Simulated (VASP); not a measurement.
Wanted: the native input for a VASP 6.6.1 run.

```yaml
Task: single point
Functional: r2SCAN
Potentials_or_basis: VASP PAW PBE potentials, release 64 (Nb_sv, As)
Cutoff: 520 eV
k_mesh: 8 × 8 × 8
Occupations: gaussian, width 0.1 eV
Spin: no spin polarisation
Dipole_correction: no
Further_INCAR_settings: ALGO = Normal; EDIFF = 1e-06; NBANDS = 26
```

Crystal: NbAs.

```
CELL_PARAMETERS angstrom
-1.72585 1.72585 5.84000
1.72585 -1.72585 5.84000
1.72585 1.72585 -5.84000
ATOMIC_POSITIONS crystal
Nb 0.00000 0.00000 0.00000
Nb 0.75000 0.25000 0.50000
As 0.41600 0.41600 0.00000
As 0.16600 0.66600 0.50000
```

These files were run (other wordings do the same):

POSCAR

```
NbAs
1.0
   -1.7258500000      1.7258500000      5.8400000000
    1.7258500000     -1.7258500000      5.8400000000
    1.7258500000      1.7258500000     -5.8400000000
Nb As
2 2
Direct
    0.0000000000      0.0000000000      0.0000000000
    0.7500000000      0.2500000000      0.5000000000
    0.4160000000      0.4160000000      0.0000000000
    0.1660000000      0.6660000000      0.5000000000
```

INCAR.step1

```
PREC = Accurate
ENCUT = 520
ISMEAR = 0
SIGMA = 0.1
LREAL = False
LASPH = True
NELM = 100
NBANDS = 26
GGA = PE
ALGO = Normal
EDIFF = 1E-4
LWAVE = True
LCHARG = False
```

INCAR.step2

```
PREC = Accurate
ENCUT = 520
EDIFF = 1E-6
ISMEAR = 0
SIGMA = 0.1
LREAL = False
LASPH = True
NELM = 100
ALGO = Normal
ISIF = 2
LWAVE = False
LCHARG = True
METAGGA = R2SCAN
LMIXTAU = True
LELF = True
LVHAR = True
NBANDS = 26
ISTART = 1
```

KPOINTS

```
regular mesh
0
Gamma
  8 8 8
```

Potentials or basis: VASP PAW PBE potentials, release 64 (Nb_sv, As).

The run is started by

```bash
$ cat potpaw_PBE.64/Nb_sv/POTCAR potpaw_PBE.64/As/POTCAR > POTCAR
$ cp INCAR.step1 INCAR
$ mpirun -np 1 vasp_std > vasp.out
$ cp INCAR.step2 INCAR
$ mpirun -np 1 vasp_std > vasp.out
```

It gave:

The pressure is 1.9 GPa. The largest force is 0.281 eV/Å and the band gap on the k mesh is none (metal or under the smearing width).

Caveat: the PAW data sets were made with another functional, which shifts forces and pressure a little.

Run time: 18 min on 1 thread of AMD EPYC 7R13 Processor (Zen 3), with other jobs on the host, peak memory 0.37 GiB.
